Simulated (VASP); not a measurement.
Wanted: the native input for a VASP 6.6.1 run.

* Task: relaxation of cell and atoms
* Functional: PBE
* Potentials or basis: VASP PAW PBE potentials, release 64 (Si, Sb, Te)
* Cutoff: 520 eV
* k mesh: 8 × 8 × 8
* Occupations: gaussian, width 0.1 eV
* Spin: no spin polarisation
* Further INCAR settings: ALGO = Normal; EDIFF = 1e-06; IBRION = 2; EDIFFG = -0.01; NSW = 90; ISIF = 3

The structure of Si2Sb2Te lies in POSCAR:

```
Si2Sb2Te
1.0
    2.0458320100      1.1811616600      8.3530000000
   -2.0458320100      1.1811616600      8.3530000000
    0.0000000000     -2.3623233200      8.3530000000
Si Sb Te
2 2 1
Direct
    0.5992258300      0.5992258300      0.5992258300
    0.4007741700      0.4007741700      0.4007741700
    0.2083083900      0.2083083900      0.2083083900
    0.7916916100      0.7916916100      0.7916916100
    0.0000000000      0.0000000000      0.0000000000
```

The cell was built by a generator and needn't be a form met in nature.

One way to write it, as run:

INCAR

```
  PREC = Accurate
  ENCUT = 520
  EDIFF = 1E-6
  ISMEAR = 0
  SIGMA = 0.1
  LREAL = F
  LASPH = T
  NELM = 120
  ALGO = Normal
  ISIF = 3
  LWAVE = F
  LCHARG = F
  GGA = PE
  IBRION = 2
  NSW = 90
  EDIFFG = -0.01
  KPAR = 4
```

KPOINTS

```
Automatic mesh
0
Gamma
  8 8 8
```

Potentials or basis: VASP PAW PBE potentials, release 64 (Si, Sb, Te).

Launch:

```console
$ cat potpaw_PBE.64/Si/POTCAR potpaw_PBE.64/Sb/POTCAR potpaw_PBE.64/Te/POTCAR > POTCAR
$ mpirun -np 4 vasp_std > vasp.out
```

Results of the run:

The relaxed volume is 24.52 Å³/atom and the relaxed cell is a = 8.923 Å, b = 8.923 Å, c = 8.923 Å, α = 26.27°, β = 26.27°, γ = 26.27°. The space group after relaxing (to 0.05 Å) is R-3m (No. 166), the energy gained by relaxing is 5.3 meV/atom and the ionic steps are 14. The pressure after relaxing is 0.0 GPa, the largest force after relaxing is 0.003 eV/Å and the band gap on the k mesh is none (metal or under the smearing width).

It took 15 min on 4 MPI ranks on Intel(R) Xeon(R) 6975P-C (Granite Rapids), on a shared host, peak memory 0.85 GiB a rank.
